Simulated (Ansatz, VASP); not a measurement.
## Si2WN4 in two plane-wave programs

One calculation is typed for both programs; each brings its own data sets. How far apart do they land? The structure shown is the start of the Ansatz relaxation below; VASP solves that cell, so the two are compared at the walk's first step.

Method: plane waves, with VASP 6.6.1 beside it; single point at PBEsol with D3(BJ), in Ansatz 0.2.0.

## Step 1: The starting structure

The cell holds 7 atoms: 1 W, 4 N and 2 Si. Cell: a = 2.910 Å, b = 2.910 Å, c = 41.200 Å, α = 90.0°, β = 90.0°, γ = 120.0°. It derives from N4Si2W1. Vacuum lies along c.

As a file:

```xyz
7
Lattice="2.9100 0.0000 0.0000 -1.4550 2.5201 0.0000 0.0000 0.0000 41.2000" Properties=species:S:1:pos:R:3
W     0.0000    0.0000   20.6000
N     0.0000    1.6801   21.8500
N     0.0000    1.6801   19.3500
N     1.4550    0.8400   24.1000
N     1.4550    0.8400   17.1000
Si    0.0000    1.6801   23.6000
Si    0.0000    1.6801   17.6000
```

## Step 2: Ansatz: relaxation, PBEsol with D3(BJ)

Ansatz runs on its PAW soft_1 files.

The two programs are compared at the cell with which this relaxation starts, whose forces are those of its first step.

input.yaml

```yaml
crystal:
  lattice:
    - [2.91, 0.0, 0.0]
    - [-1.455, 2.520133925, 0.0]
    - [0.0, 0.0, 41.2]
  atoms:
    - { symbol: W, position: [0.0, 0.0, 0.5] }
    - { symbol: "N", position: [0.3333333333, 0.6666666667, 0.5303398058] }
    - { symbol: "N", position: [0.3333333333, 0.6666666667, 0.4696601942] }
    - { symbol: Si, position: [0.3333333333, 0.6666666667, 0.572815534] }
    - { symbol: Si, position: [0.3333333333, 0.6666666667, 0.427184466] }
    - { symbol: "N", position: [0.6666666667, 0.3333333333, 0.5849514563] }
    - { symbol: "N", position: [0.6666666667, 0.3333333333, 0.4150485437] }
  periodic: [true, true, false]
kpoints:
  mp_grid: { grid: [9, 9, 1] }
hamiltonian:
  xc: pbesol
  dispersion: d3bj
  pseudopotentials: { kind: paw, azcp: { folder: soft_1 }, xc_functional: pbe }
scf:
  occupations: { method: fermi_dirac, width: 0.02 }
relax:
  f_tol: 0.01
  max_steps: 100
  cell: {}
output:
  write_density: true
  write_potential: true
  elf: true
  volumetric_format: npy
```

On the command line:

```bash
$ ansatz run input.yaml --threads 2 --pin off --max-ram 92160MiB --backend cuda --events-out ev --progress --plain --runs-dir out --devices 1 --max-vram 13GiB
```

Numbers of over 12 decimals in the logs are rounded to 6 here.

What it wrote:

```text
GPUs: using 1 of 1 available (devices: 1).
Engine: ansatz 0.2.0, x86_64-unknown-linux-gnu
Pseudopotentials: kind: paw
Pseudopotential: W, paw, valence charge 14, recommended cutoff 420 eV (normal), soft_1/W.paw.azcp
Pseudopotential: N, paw, valence charge 5, recommended cutoff 420 eV (normal), soft_1/N.paw.azcp
Pseudopotential: Si, paw, valence charge 4, recommended cutoff 420 eV (normal), soft_1/Si.paw.azcp
Functional definition: PBEsol
  exchange = pbesol_x
  correlation = pbesol_c
device memory: the entry about to start is reckoned to put 1.9 GiB on a device that reports 38.5 GiB free (of which the cap on the GPU budget leaves the run 13.0 GiB)
GPU FFT provider: cuFFT
GPU libraries: cuBLAS 13.8.2, cuFFT 12.4.0, cuSOLVER 12.3.4
Crystal: 7 atoms, lattice volume = 302.144 Å³
Basis set: ecut = 420 eV, 5861 PW (Γ), exchange–correlation on 40×40×576 points (8 copies of the dense FFT grid, shifted against one another)
Bands: 28, of which v1, the nominal top of the filled ones, is band 21 counted from 1 (20 counted from 0)
Symmetry: 12 space group operations
Space group: P-6m2 (ITA 187), of the structure as read, at distance tolerance 6.7e-5 Å
k-points: 12 of 81 (time reversal used)
Non-local potential: W, projectors of the file, l = 0: 3, l = 1: 2, l = 2: 2, l = 3: 1
Non-local potential: N, projectors of the file, l = 0: 2, l = 1: 2, l = 2: 1
Non-local potential: Si, projectors of the file, l = 0: 2, l = 1: 2, l = 2: 1
PAW form: soft (Blöchl's): semilocal exchange-correlation on the pseudo side does not see the compensation charge
PAW frozen core: W, regenerated for the run's functional, and the local potential with it (the file was generated under x = pbe(κ = 0.804, μ = 0.219515), c = pbe(β = 0.066725))
PAW frozen core: N, regenerated for the run's functional, and the local potential with it (the file was generated under x = pbe(κ = 0.804, μ = 0.219515), c = pbe(β = 0.066725))
PAW frozen core: Si, regenerated for the run's functional, and the local potential with it (the file was generated under x = pbe(κ = 0.804, μ = 0.219515), c = pbe(β = 0.066725))
PAW one-centre angular grid: W, 590 points (default); XC on 64 Gauss nodes
PAW one-centre angular grid: N, 110 points (default); XC on 64 Gauss nodes
PAW one-centre angular grid: Si, 110 points (default); XC on 64 Gauss nodes
Initial density: superposition of atomic densities (neutral atoms: chi_scale 0, normalization atom)
Initial wavefunctions: pseudopotential atomic-orbital guess
GPU buffer pool allocated for 115200 grid points (all kernels)
GPU transforms: local potential and band sums: pruned to the plane-wave sphere, on 20×20×288
Functional: x = pbesol(κ = 0.804, μ = 0.123457), c = pbesol(β = 0.046)
SCF iter   1: F=—  HF=-13030.410047 eV  |F-HF|=—  |Δ(HF+E_count)|=         —  Δρ=8.42e-2  dr2=2.38e1  ethr=3.10e-3  ⟨swp⟩=19.4  Hψ=3463  notcnv=0
preconditioner: auto → Resta (q_TF=auto, 1.964 Å⁻¹)  ε∞=1.8  [insulator: Δε(μ)=2.341 eV  Ē_g=13.560 eV  σ=0.020 eV  W_gap=1.00  n_scr=24 (ndim 8)  ℏωp=12.5 eV  f_vac=0.735  D(μ)=0.00/eV (n_scr^D=0)  ε∞_Penn≈1.8  vacuum switching on, ρ_ref=1.3e-2 e/Å³]
SCF iter   2: F=—  HF=-13024.600214 eV  |F-HF|=—  |Δ(HF+E_count)|=    5.81e0  Δρ=4.11e-2  dr2=5.87e0  ethr=3.10e-3  ⟨swp⟩=6.0  Hψ=1479  notcnv=0  defer=12
SCF iter   3: F=—  HF=-13023.626501 eV  |F-HF|=—  |Δ(HF+E_count)|=   9.74e-1  Δρ=1.59e-2  dr2=6.97e-1  ethr=3.10e-3  ⟨swp⟩=4.6  Hψ=991  notcnv=0  defer=12
SCF iter   4: F=—  HF=-13023.498939 eV  |F-HF|=—  |Δ(HF+E_count)|=   1.28e-1  Δρ=7.59e-3  dr2=9.31e-2  ethr=1.66e-3  ⟨swp⟩=3.2  Hψ=555  notcnv=0  defer=12
SCF iter   5: F=—  HF=-13023.499919 eV  |F-HF|=—  |Δ(HF+E_count)|=   9.80e-4  Δρ=1.78e-3  dr2=1.75e-2  ethr=2.22e-4  ⟨swp⟩=3.5  Hψ=750  notcnv=0  defer=12
SCF iter   6: F=—  HF=-13023.496762 eV  |F-HF|=—  |Δ(HF+E_count)|=   3.16e-3  Δρ=5.03e-4  dr2=1.37e-3  ethr=4.16e-5  ⟨swp⟩=3.6  Hψ=749  notcnv=0  defer=12
SCF iter   7: F=—  HF=-13023.496561 eV  |F-HF|=—  |Δ(HF+E_count)|=   2.01e-4  Δρ=1.98e-4  dr2=2.78e-4  ethr=3.27e-6  ⟨swp⟩=3.5  Hψ=878  notcnv=0  defer=12
SCF iter   8: F=—  HF=-13023.496569 eV  |F-HF|=—  |Δ(HF+E_count)|=   8.12e-6  Δρ=6.69e-5  dr2=2.27e-5  ethr=6.62e-7  ⟨swp⟩=2.8  Hψ=550  notcnv=0  defer=12
SCF iter   9: F=—  HF=-13023.496723 eV  |F-HF|=—  |Δ(HF+E_count)|=   1.54e-4  Δρ=1.94e-5  dr2=1.23e-6  ethr=5.41e-8  ⟨swp⟩=3.2  Hψ=704  notcnv=0  defer=12
SCF iter  10: F=-13023.496723 eV  HF=-13023.496723 eV  |F-HF|=4.40e-8  |Δ(HF+E_count)|=   1.79e-8  Δρ=4.48e-6  dr2=6.30e-8  ethr=2.38e-10  ⟨swp⟩=15.1  Hψ=4111  notcnv=0
SCF 1 converged in 10 iterations: F = -13023.496723 eV  dr2 = 6.30e-8
  greatest PAW one-centre occupation: 0.999 electrons in one spin orbital (limit 2), on the W atom at site 0 (counted from 0), in its partial waves of l = 0
[...]
SCF 8 converged in 5 iterations: F = -13023.537492 eV  dr2 = 1.06e-9
relax step   8: F+E_penalty+E_count = -13023.53749172 eV  Δ(F+E_penalty+E_count) = -2.513e-5 eV  max|allowed force component| = 1.411e-4 eV/Å  Δτ_max = 0.0002 Å  P = -0.002 N/m  Ω = 296.627 Å³  energy of the carried Pulay correction = +2.255e-5 eV  fix = [c, alpha, beta]  reactions: c +0.000 N/m  (5 SCF iters, dr2 threshold 3.72e-9 eV, accepted)
device memory: the entry about to start is reckoned to put 1.8 GiB on a device that reports 38.7 GiB free (of which the cap on the GPU budget leaves the run 13.0 GiB)
GPU FFT provider: cuFFT
GPU libraries: cuBLAS 13.8.2, cuFFT 12.4.0, cuSOLVER 12.3.4
GPU buffer pool allocated for 115200 grid points (all kernels)
GPU transforms: local potential and band sums: pruned to the plane-wave sphere, on 20×20×288
iter 1 solved again at ethr=1.41e-7 eV; its pass at ethr=3.10e-3 eV (dr2=5.91e-5 eV) is discarded
SCF iter   1: F=—  HF=-13023.537350 eV  |F-HF|=—  |Δ(HF+E_count)|=         —  Δρ=2.04e-6  dr2=8.78e-9  ethr=1.41e-7  ⟨swp⟩=7.2  Hψ=5252  notcnv=0
eigensolver tolerance schedule: the retry pair's looser diagonalisation over-reported the residual by 6725.61 of it (diagonalisation noise at 0.44 of the residual, at the tolerance the schedule requests for it); recorded, not acted on — ethr = c·dr2/N_el stays at c = 1.0e-1
SCF iter   2: F=—  HF=-13023.537486 eV  |F-HF|=—  |Δ(HF+E_count)|=   1.36e-4  Δρ=1.11e-6  dr2=3.81e-9  ethr=2.09e-11  ⟨swp⟩=7.0  Hψ=1561  notcnv=0
SCF iter   3: F=—  HF=-13023.537486 eV  |F-HF|=—  |Δ(HF+E_count)|=  6.22e-10  Δρ=7.14e-7  dr2=1.24e-9  ethr=9.08e-12  ⟨swp⟩=2.8  Hψ=546  notcnv=0
SCF iter   4: F=—  HF=-13023.537486 eV  |F-HF|=—  |Δ(HF+E_count)|=  2.24e-10  Δρ=2.08e-7  dr2=1.71e-10  ethr=2.96e-12  ⟨swp⟩=3.4  Hψ=754  notcnv=0
SCF iter   5: F=—  HF=-13023.537486 eV  |F-HF|=—  |Δ(HF+E_count)|=  1.18e-10  Δρ=1.30e-7  dr2=7.90e-11  ethr=1.00e-12  ⟨swp⟩=2.9  Hψ=595  notcnv=0
SCF iter   6: F=-13023.537486 eV  HF=-13023.537486 eV  |F-HF|=1.20e-10  |Δ(HF+E_count)|=  8.19e-11  Δρ=7.63e-8  dr2=1.60e-11  ethr=1.00e-12  ⟨swp⟩=12.5  Hψ=2870  notcnv=0
SCF 9 converged in 6 iterations: F = -13023.537486 eV  dr2 = 1.60e-11
relax step   9: F+E_penalty+E_count = -13023.53748559 eV  Δ(F+E_penalty+E_count) = +6.123e-6 eV  max|allowed force component| = 1.219e-4 eV/Å  Δτ_max = 0.0000 Å  P = -0.002 N/m  Ω = 296.627 Å³  fix = [c, alpha, beta]  reactions: c +0.000 N/m  stress off target by 2.10e-3 N/m on what of the cell is left free  SCF on the basis re-selected at this cell (its energy is not comparable with the rows above)  (6 SCF iters)
basis re-selected at this cell: Δ(F+E_penalty+E_count) = +6.123e-6 eV, ΔP = -0.000 N/m vs the last step (what re-selecting the basis moved, of the pressure what is left beyond the Pulay correction that the steps carried, after the strain that the cell walked since its last selection, with what the two solves' SCF thresholds leave and, on support functions, any second-order correction that the steps lacked; it is no m [...]
WARN: The output density's exchange-correlation potential varies sharply where the density is thin. Do not read a vacuum level from v_tot or v_xc, or from such a field of the output density. On a cell that repeats whose density bears no net charge and no dipole along the vacuum's axis use v_es (v_loc + v_h of the components); under efield.dipole_correction with no amplitude use v_es + v_field, which holds any externa [...]
SCF converged after 6 iterations
Free energy (F): -13023.537486 eV
Harris-Foulkes:  -13023.537486 eV  (|F-HF|=1.20e-10)
Internal energy: -13023.537486 eV  (E = F + TS)
E sigma→0 (E₀):  -13023.537486 eV
Fermi energy:    -4.140526 eV
--- Per-component energies (eV) ---
  E_band       = -865.011826
  E_kinetic    = 1037.999300
  E_local      = -172071.993313  (includes V_loc(G=0)·N_el)
  E_nonlocal   = 160.199125
  E_hartree    = 85446.293593
  E_xc         = -618.723865
  E_vxc        = -633.726217  (∫ρ·V_xc dr)
  E_paw        = -9940.938734  (= ΣΔE_a)
  E_vpaw       = -250.081445  (= ΣTr[D̂ρ^β])
  E_aug_tail   = 0.003607  (compensation charges beyond the density's cutoff)
  E_ewald      = 82964.689258
  E_disp       = -1.463832  (pairwise vdW)
  E_core_change = 0.397374  (= ΣΔE_core)
  E_smearing   = -0.000000  (= −TS)
  E_closure    = 0.000000  (closes the sum)
  Σ components = -13023.537486   (vs F -13023.537486, Δ=0.00e0)
--- Forces (eV/Å), atoms counted from 1 ---
  atom   1  W      0.00000000    -0.00000000     0.00000000
  atom   2  N      0.00000000     0.00000000    -0.00012188
  atom   3  N      0.00000000     0.00000000     0.00012188
  atom   4  Si    -0.00000000     0.00000000    -0.00004845
  atom   5  Si     0.00000000     0.00000000     0.00004845
  atom   6  N      0.00000000    -0.00000000     0.00007042
  atom   7  N      0.00000000    -0.00000000    -0.00007042
  max |Σ_I F_I| component: 2.78e-16 eV/Å
--- 2D stress c σ (N/m, compression-positive) ---
       -0.002104       0.000000       0.000000
        0.000000      -0.002104       0.000000
        0.000000       0.000000       0.000000
  P = ½ c Tr σ = -0.0021 N/m
--- Band table (eV; the first three rows and the last of 12) ---
  k-point 0: bands = [... 17 lower, -8.0480, -8.0480, -7.8794, -5.1796, -2.2183, -2.2183, -1.5495 (-1.5495°), -1.5495 (-1.5495°), ... 3 higher]
  k-point 1: bands = [... 17 lower, -8.3330, -8.2930, -7.6906, -5.4738, -2.4254, -2.2155, -1.7119, -1.1842 (-1.1842°), ... 3 higher]
  k-point 2: bands = [... 17 lower, -8.8167, -8.6903, -7.7974, -6.2932, -2.2520, -2.1170, -1.5268, -0.4051 (-0.4051°), ... 3 higher]
  k-point 11: bands = [... 17 lower, -8.7035, -8.0501, -7.7519, -5.5257, -3.0876, -0.3876, -0.2160, 0.0351, ... 3 higher]
  ° read free of the cell's end (the report's vacuum.weakly_bound_levels)
--- Relaxed structure (7 steps of the walk, 7 accepted, 2 SCFs on fresh bases) ---
  F+E_penalty+E_count = -13023.53748559 eV   max|allowed force component| = 1.219e-4 eV/Å   (the final SCF, on the basis selected at the relaxed cell)
  cell:  # Å, volume = 296.6271 Å³
    - [2.883311, 0, 0.0]
    - [-1.441655, 2.497021, 0.0]
    - [0.0, 0.0, 41.2]
  atoms:
    - { symbol: W, position: [-4.758098676895716e-17, -5.2867763078234654e-17, 0.500000] }
    - { symbol: N, position: [0.333333, 0.666667, 0.530161] }
    - { symbol: N, position: [0.333333, 0.666667, 0.469839] }
    - { symbol: Si, position: [0.333333, 0.666667, 0.572277] }
    - { symbol: Si, position: [0.333333, 0.666667, 0.427723] }
    - { symbol: N, position: [0.666667, 0.333333, 0.584599] }
    - { symbol: N, position: [0.666667, 0.333333, 0.415401] }
```

(Continued in part 2 of 3.)

[Lines on the potential files, build, host, timing and source positions are cut from VASP's logs without a mark.]

[Logs are printed without paths, hosts, clocks, repeated set-up lines and the standing remarks that a program may print on its own settings, such as how far it seeks lower states.]

[Hosts, paths, dates, database ids (printed as entryN), source tags and the programs' standing remarks are cut or masked in the printed files.]
